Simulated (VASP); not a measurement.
# GeMo3 (relaxed from the A15 structure, space group Pm-3n): computed properties

Method: PBEsol GGA, VASP's PBE PAW potentials (set 64) (plane waves; VASP).

space group: Pm-3n (223)
cell: a = 4.9063 Å, b = 4.9063 Å, c = 4.9063 Å, α = 90.00°, β = 90.00°, γ = 90.00°
volume per atom: 14.76 Å³/atom
band gap (over mesh and band path): none (metal, semimetal or under 0.01 eV)
density: 10.14 g/cm³

Mo3Ge is modelled in the cubic space group Pm-3n (No. 223), the A15 (Cr3Si type) structure, Pearson symbol cP8. Cell: a = b = c = 4.906 Å, α = β = γ = 90.00°. Mo on 6c is coordinated by 2 Mo at 2.453 Å and 8 Mo at 3.004 Å and 4 Ge at 2.743 Å. Ge on 2a is coordinated by 12 Mo at 2.743 Å. (Neighbours: up to the widest gap in distance over summed covalent radii, below 1.35, at either atom; cation-cation and far metal-metal contacts left out.)

The structure was generated: GeMo3 was put into the A15 type (Pm-3n), which need not be its known phase. It was relaxed first, which changed the volume by -9 %. Symmetry was kept, so distortions that lower it aren't found.
